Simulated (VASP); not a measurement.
Method: PBE GGA, VASP's PBE PAW potentials (set 64) (plane waves; VASP 6.6.1).

VASP input:

### INCAR
```
SYSTEM = Ta16S
PREC = Normal; ENCUT = 400; LREAL = .FALSE.
LASPH = .TRUE.
EDIFF = 1E-5; NELM = 100; NELMIN = 4
ALGO = Normal; LMAXMIX = 6
ISMEAR = 1; SIGMA = 0.1
GGA = PE
IBRION = 2; NSW = 120; ISIF = 2
EDIFFG = -0.03
LWAVE = .TRUE.; LCHARG = .FALSE.
DIPOL = 0.5 0.5 0.5
LDIPOL = .TRUE.; IDIPOL = 3
```

### KPOINTS
```
Automatic mesh
0
Gamma
5 6 1
0 0 0
```

POSCAR:
```
Ta16S
1
    6.6175636850    -0.0000000000     0.0000000000
    3.3087818425     4.6793244014     0.0000000000
   -0.0000000000     0.0000000000    21.0562424022
Ta S
16 1
Direct
  0.7500000000   0.5000000000   0.3387908722
  0.2500000000   0.5000000000   0.3387908722
  0.7500000000   0.0000000000   0.3377427707
  0.2500000000   0.0000000000   0.3382887165
  0.9998035920   0.0000000000   0.4449168080
  0.5001964080   0.0000000000   0.4449168080
  0.0000162717   0.4999674566   0.4452669546
  0.4999837283   0.5000325434   0.4452669546
  0.7500000000   0.5000000000   0.5570829643
  0.2500000000   0.5000000000   0.5570829643
  0.7500000000   0.0000000000   0.5546649890
  0.2500000000   0.0000000000   0.5594618248
  0.9785215281   0.0000000000   0.6658673112
  0.5214784719   0.0000000000   0.6658673112
  0.0072746144   0.4854507712   0.6631208998
  0.4927253856   0.5145492288   0.6631208998
  0.2500000000   0.0000000000   0.7446350789
```

POTCAR, in this order: Ta S (PBE.64 set). Program: vasp_std.

Output of the run:

**OSZICAR**
```
...
DAV:  14    -0.188282476445E+03    0.76063E-01   -0.24403E-01  2288   0.123E+00    0.116E+00
DAV:  15    -0.188259338658E+03    0.23138E-01   -0.26048E-01  2552   0.120E+00    0.862E-01
DAV:  16    -0.188249601720E+03    0.97369E-02   -0.14968E-01  2600   0.994E-01    0.710E-01
DAV:  17    -0.188244251458E+03    0.53503E-02   -0.41554E-02  2468   0.557E-01    0.305E-01
DAV:  18    -0.188244099820E+03    0.15164E-03   -0.63179E-03  2672   0.235E-01    0.196E-01
DAV:  19    -0.188243926522E+03    0.17330E-03   -0.95988E-04  2312   0.964E-02    0.111E-01
DAV:  20    -0.188243624161E+03    0.30236E-03   -0.65055E-04  2344   0.661E-02    0.501E-02
DAV:  21    -0.188243565714E+03    0.58447E-04   -0.26614E-04  2608   0.438E-02    0.314E-02
DAV:  22    -0.188243554106E+03    0.11608E-04   -0.14772E-04  2368   0.325E-02    0.295E-02
DAV:  23    -0.188243574297E+03   -0.20191E-04   -0.43375E-05  1552   0.197E-02    0.204E-02
DAV:  24    -0.188243641618E+03   -0.67321E-04   -0.49440E-05  1400   0.207E-02    0.180E-02
DAV:  25    -0.188243730881E+03   -0.89263E-04   -0.35466E-05  1304   0.180E-02    0.974E-03
DAV:  26    -0.188243821197E+03   -0.90316E-04   -0.20055E-05  1208   0.141E-02    0.716E-03
DAV:  27    -0.188243902941E+03   -0.81744E-04   -0.93818E-06  1060   0.942E-03    0.639E-03
DAV:  28    -0.188243933020E+03   -0.30079E-04   -0.38177E-06   988   0.641E-03    0.394E-03
DAV:  29    -0.188243953296E+03   -0.20275E-04   -0.30236E-06   988   0.553E-03    0.138E-03
DAV:  30    -0.188243961164E+03   -0.78683E-05   -0.14894E-06   976   0.406E-03
   1 F= -.18824396E+03 E0= -.18824597E+03  d E =-.188244E+03
       N       E                     dE             d eps       ncg     rms          rms(c)
DAV:   1    -0.188251370550E+03   -0.74173E-02   -0.92561E-01  1664   0.339E+00    0.282E-01
DAV:   2    -0.188256349720E+03   -0.49792E-02   -0.34680E-02  2696   0.547E-01    0.292E-01
DAV:   3    -0.188256922794E+03   -0.57307E-03   -0.76316E-02  2960   0.730E-01    0.333E-01
DAV:   4    -0.188252203682E+03    0.47191E-02   -0.23837E-02  2900   0.407E-01    0.128E-01
DAV:   5    -0.188251716375E+03    0.48731E-03   -0.35233E-03  2496   0.171E-01    0.690E-02
DAV:   6    -0.188251706962E+03    0.94126E-05   -0.86990E-04  2392   0.879E-02    0.446E-02
DAV:   7    -0.188251690871E+03    0.16091E-04   -0.14433E-04  2144   0.381E-02    0.244E-02
DAV:   8    -0.188251689516E+03    0.13547E-05   -0.33732E-05  1352   0.188E-02
   2 F= -.18825169E+03 E0= -.18825398E+03  d E =-.772835E-02
       N       E                     dE             d eps       ncg     rms          rms(c)
DAV:   1    -0.188254399492E+03   -0.27086E-02   -0.86134E-01  1664   0.327E+00    0.275E-01
DAV:   2    -0.188259832346E+03   -0.54329E-02   -0.36088E-02  2696   0.556E-01    0.303E-01
DAV:   3    -0.188259101096E+03    0.73125E-03   -0.73260E-02  2976   0.720E-01    0.309E-01
DAV:   4    -0.188255170698E+03    0.39304E-02   -0.19954E-02  2868   0.376E-01    0.124E-01
DAV:   5    -0.188254716490E+03    0.45421E-03   -0.32689E-03  2488   0.165E-01    0.670E-02
DAV:   6    -0.188254705013E+03    0.11477E-04   -0.80877E-04  2432   0.850E-02    0.427E-02
DAV:   7    -0.188254691349E+03    0.13664E-04   -0.13019E-04  2088   0.364E-02    0.231E-02
DAV:   8    -0.188254690445E+03    0.90395E-06   -0.30099E-05  1296   0.180E-02
   3 F= -.18825469E+03 E0= -.18825718E+03  d E =-.107293E-01
       N       E                     dE             d eps       ncg     rms          rms(c)
DAV:   1    -0.188254746369E+03   -0.55020E-04   -0.23064E-02  1680   0.535E-01    0.461E-02
DAV:   2    -0.188254983956E+03   -0.23759E-03   -0.14054E-03  2760   0.107E-01    0.626E-02
DAV:   3    -0.188254841380E+03    0.14258E-03   -0.23116E-03  2904   0.129E-01    0.455E-02
DAV:   4    -0.188254768726E+03    0.72655E-04   -0.38627E-04  2620   0.530E-02    0.196E-02
DAV:   5    -0.188254758484E+03    0.10242E-04   -0.80266E-05  2036   0.270E-02    0.113E-02
DAV:   6    -0.188254757889E+03    0.59523E-06   -0.16189E-05  1016   0.146E-02
   4 F= -.18825476E+03 E0= -.18825728E+03  d E =-.107967E-01
       N       E                     dE             d eps       ncg     rms          rms(c)
DAV:   1    -0.188257231978E+03   -0.24735E-02   -0.53423E-01  1664   0.261E+00    0.225E-01
DAV:   2    -0.188258420817E+03   -0.11888E-02   -0.13254E-02  2632   0.363E-01    0.149E-01
DAV:   3    -0.188261311726E+03   -0.28909E-02   -0.28622E-02  2812   0.454E-01    0.266E-01
DAV:   4    -0.188257972777E+03    0.33389E-02   -0.25024E-02  2920   0.419E-01    0.132E-01
DAV:   5    -0.188257352035E+03    0.62074E-03   -0.27638E-03  2584   0.148E-01    0.481E-02
DAV:   6    -0.188257364693E+03   -0.12658E-04   -0.47523E-04  2488   0.661E-02    0.305E-02
DAV:   7    -0.188257353754E+03    0.10939E-04   -0.10850E-04  2120   0.297E-02    0.154E-02
DAV:   8    -0.188257353483E+03    0.27033E-06   -0.15960E-05  1036   0.150E-02
   5 F= -.18825735E+03 E0= -.18825974E+03  d E =-.259559E-02
       N       E                     dE             d eps       ncg     rms          rms(c)
DAV:   1    -0.188257755527E+03   -0.40177E-03   -0.13695E-01  1672   0.132E+00    0.115E-01
DAV:   2    -0.188258029722E+03   -0.27419E-03   -0.32743E-03  2600   0.182E-01    0.721E-02
DAV:   3    -0.188258540194E+03   -0.51047E-03   -0.57491E-03  2788   0.203E-01    0.118E-01
DAV:   4    -0.188257995808E+03    0.54439E-03   -0.54310E-03  2888   0.196E-01    0.713E-02
DAV:   5    -0.188257792966E+03    0.20284E-03   -0.85646E-04  2712   0.808E-02    0.244E-02
DAV:   6    -0.188257797186E+03   -0.42208E-05   -0.10849E-04  2184   0.322E-02    0.149E-02
DAV:   7    -0.188257795326E+03    0.18601E-05   -0.17052E-05  1064   0.142E-02
   6 F= -.18825780E+03 E0= -.18826011E+03  d E =-.303744E-02
       N       E                     dE             d eps       ncg     rms          rms(c)
DAV:   1    -0.188258515675E+03   -0.71849E-03   -0.24765E-01  1664   0.177E+00    0.231E-01
DAV:   2    -0.188261606527E+03   -0.30909E-02   -0.18959E-02  2640   0.427E-01    0.211E-01
DAV:   3    -0.188263999418E+03   -0.23929E-02   -0.56929E-02  2984   0.639E-01    0.308E-01
DAV:   4    -0.188259146565E+03    0.48529E-02   -0.20502E-02  3052   0.382E-01    0.920E-02
DAV:   5    -0.188258912517E+03    0.23405E-03   -0.12740E-03  2564   0.108E-01    0.597E-02
DAV:   6    -0.188258915437E+03   -0.29205E-05   -0.21417E-04  2464   0.467E-02    0.420E-02
DAV:   7    -0.188258906071E+03    0.93667E-05   -0.98340E-05  2136   0.271E-02
   7 F= -.18825891E+03 E0= -.18826100E+03  d E =-.111074E-02
       N       E                     dE             d eps       ncg     rms          rms(c)
DAV:   1    -0.188258933267E+03   -0.17830E-04   -0.58453E-02  1672   0.862E-01    0.119E-01
DAV:   2    -0.188260216259E+03   -0.12830E-02   -0.70843E-03  2712   0.250E-01    0.138E-01
DAV:   3    -0.188259884438E+03    0.33182E-03   -0.15570E-02  2888   0.334E-01    0.130E-01
DAV:   4    -0.188259107874E+03    0.77656E-03   -0.36833E-03  2944   0.164E-01    0.481E-02
DAV:   5    -0.188259022830E+03    0.85044E-04   -0.39378E-04  2536   0.599E-02    0.270E-02
DAV:   6    -0.188259023015E+03   -0.18516E-06   -0.51106E-05  1864   0.243E-02
   8 F= -.18825902E+03 E0= -.18826100E+03  d E =-.122769E-02
       N       E                     dE             d eps       ncg     rms          rms(c)
DAV:   1    -0.188259195511E+03   -0.17268E-03   -0.12868E-01  1664   0.128E+00    0.141E-01
DAV:   2    -0.188261408214E+03   -0.22127E-02   -0.12272E-02  2712   0.329E-01    0.185E-01
DAV:   3    -0.188260189540E+03    0.12187E-02   -0.21560E-02  2816   0.395E-01    0.134E-01
DAV:   4    -0.188259446544E+03    0.74300E-03   -0.37212E-03  2744   0.165E-01    0.582E-02
DAV:   5    -0.188259355096E+03    0.91449E-04   -0.47247E-04  2524   0.673E-02    0.402E-02
DAV:   6    -0.188259355902E+03   -0.80626E-06   -0.69413E-05  2040   0.270E-02
   9 F= -.18825936E+03 E0= -.18826141E+03  d E =-.332887E-03
```

**OUTCAR**
```
------------------------ aborting loop because EDIFF is reached ----------------------------------------
  FORCE on cell =-STRESS in cart. coord.  units (eV):
  Direction    XX          YY          ZZ          XY          YZ          ZX
  --------------------------------------------------------------------------------------
  Total       -5.2049134     -7.5613139     -0.2372602      0.0000000      0.0000000      0.0000000
  in kB      -12.7897465    -18.5799993     -0.5830063      0.0000000      0.0000000      0.0000000
  external PRESSURE =     -10.6509174 kB  Pullay stress =       0.0000000 kB
  volume of cell :      652.02
      direct lattice vectors                 reciprocal lattice vectors
     6.617563685  0.000000000  0.000000000     0.151113015 -0.106853032  0.000000000
     3.308781843  4.679324401  0.000000000     0.000000000  0.213706064  0.000000000
     0.000000000  0.000000000 21.056242402     0.000000000  0.000000000  0.047491854
 POSITION                                       TOTAL-FORCE (eV/Angst)
 -----------------------------------------------------------------------------------
      6.61756      2.33966      7.15423         0.000000      0.000000      0.006346
      3.30878      2.33966      7.15423         0.000000      0.000000      0.006346
      4.96317      0.00000      7.14301         0.000000      0.000000      0.016304
      1.65439      0.00000      7.14980         0.000000      0.000000      0.012291
      6.61698      0.00000      9.37177        -0.002506      0.000000     -0.010034
      3.30937      0.00000      9.37177         0.002506      0.000000     -0.010034
      8.27195      2.34037      9.38210         0.000000      0.003190     -0.002006
      4.96317      2.33896      9.38210        -0.000000     -0.003190     -0.002006
      6.61756      2.33966     11.72907         0.000000     -0.000000     -0.003296
      3.30878      2.33966     11.72907         0.000000      0.000000     -0.003296
      4.96317      0.00000     11.66618         0.000000      0.000000     -0.006063
      1.65439      0.00000     11.75583         0.000000      0.000000      0.005150
      6.49190      0.00000     13.99440        -0.008417      0.000000     -0.002902
      3.43444      0.00000     13.99440         0.008417      0.000000     -0.002902
      1.65439      2.28428     13.95715        -0.000000     -0.009375     -0.000986
      4.96317      2.39505     13.95715         0.000000      0.009375     -0.000986
      1.65439      0.00000     15.66328         0.000000      0.000000     -0.001927
 -----------------------------------------------------------------------------------
    total drift:                               -0.000006     -0.000008      0.017042
  FREE ENERGIE OF THE ION-ELECTRON SYSTEM (eV)
  ---------------------------------------------------
  free  energy   TOTEN  =      -188.2593559021 eV

  energy  without entropy=     -188.2655133417  energy(sigma->0) =     -188.26140838

 reached required accuracy - stopping structural energy minimisation
```
(Selected blocks of OUTCAR.)

File CONTCAR:
```
Ta16S
   1.00000000000000
     6.6175636850000004    0.0000000000000000    0.0000000000000000
     3.3087818425000002    4.6793244013999997    0.0000000000000000
     0.0000000000000000    0.0000000000000000   21.0562424021999988
  Ta              S
    16     1
Direct
     0.7500000000000000    0.5000000000000000    0.3397676803757529
     0.2500000000000000    0.5000000000000000    0.3397676803757529
     0.7500000000000000    0.0000000000000000    0.3392348836176141
     0.2500000000000000    0.0000000000000000    0.3395571398438552
     0.9999110995504158    0.0000000000000000    0.4450826985817320
     0.5000889004495842    0.0000000000000000    0.4450826985817320
     0.9999248097732173    0.5001503804535584    0.4455734158906230
     0.5000751902267827    0.4998496195464415    0.4455734158906230
     0.7500000000000000    0.5000000000000000    0.5570351150079106
     0.2500000000000000    0.5000000000000000    0.5570351150079106
     0.7500000000000000    0.0000000000000000    0.5540485499668002
     0.2500000000000000    0.0000000000000000    0.5583061087572025
     0.9810112160995400    0.0000000000000000    0.6646200189762403
     0.5189887839004600    0.0000000000000000    0.6646200189762403
     0.0059181257422500    0.4881637485155072    0.6628510831215624
     0.4940818742577500    0.5118362514844929    0.6628510831215624
     0.2500000000000000    0.0000000000000000    0.7438782940069091
```

The cell is a thin slab with vacuum, built from Ta (bcc): (110) face, S adsorbed.
